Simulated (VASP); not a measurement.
Given:

```xyz
12
Lattice="7.8475 0.0000 0.0000 0.0000 7.8475 0.0000 0.0000 0.0000 7.8475" Properties=species:S:1:pos:R:3 pbc="T T T"
Pb     7.8475     0.0000     0.0000
Pb     3.9237     3.9237     0.0000
Pb     7.8475     3.9237     3.9237
Pb     3.9237     0.0000     3.9237
I      2.7315     2.7315     2.7315
I      6.6553     1.1922     5.1160
I      5.1160     6.6553     1.1922
I      1.1922     5.1160     6.6553
I      5.1160     5.1160     5.1160
I      1.1922     6.6553     2.7315
I      2.7315     1.1922     6.6553
I      6.6553     2.7315     1.1922
```

The numbers are results of PBEsol GGA, VASP's PBE PAW potentials (set 64) (plane waves; VASP), not measurements. Run with 400 eV cut-off, Gaussian smearing of 0.050 eV, potentials Pb_d I.

Unless said otherwise, spin-orbit coupling is left out, though it shifts the bands of the heavy elements here.

**Question.** What does the run give for the band gap (along the path) with the smallest direct gap where there is one?

**Answer.** 
- band gap (along the path): 2.09 eV
- smallest direct gap (along the path): 2.09 eV

Only differences to runs with the same potentials and settings are physical.

The structure was generated: PbI2 was put into the pyrite type (Pa-3), which need not be its known phase. It was relaxed first, which changed the volume by +14 %.
